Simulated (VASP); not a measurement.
```yaml
crystal:
  lattice:
    - [3.02598, 0.00000, 0.00000]
    - [0.00000, 3.06858, 0.00000]
    - [0.00000, 0.00000, 3.07455]
  atoms:
    - { symbol: Ti, position: [0.00000, 0.00000, 0.00000] }
    - { symbol: Co, position: [0.52402, 0.50000, 0.50000] }
```

All values below come from PBE GGA + U (Dudarev), VASP's PBE PAW potentials (set 64) (plane waves; VASP). Settings: 400 eV cut-off, 11×11×11 Γ-centred mesh, first-order Methfessel-Paxton smearing of 0.10 eV, potentials Ti_sv Co, U − J: Ti 3.00 eV, Co 3.00 eV.

Problem. What does the run give for the energy per atom (σ→0), pressure, largest force, band gap (on the k-mesh) with the smallest direct gap where there is one?

Solution. 
```json
{
  "band gap (on the k-mesh)": "none (metal, semimetal or under 0.01 eV)",
  "energy per atom (σ→0)": "-5.274 eV/atom",
  "pressure": "-11.42 GPa",
  "largest_force": "0.241 eV/Å"
}
```

The compound is TiCo in the CsCl type structure. The cell was not relaxed at this level, atoms are displaced from their ideal sites. The run is one of a series of settings (LDAU = .TRUE., LDAUJ = 0 0, LDAUL = 2 2, LDAUTYPE = 2, LDAUU = 3.0 3.0 against the base run), some of them coarse on purpose. The run is not spin-polarised, so no magnetic state was tried. The electron count is odd and the run is not spin-polarised, which forces a metal.
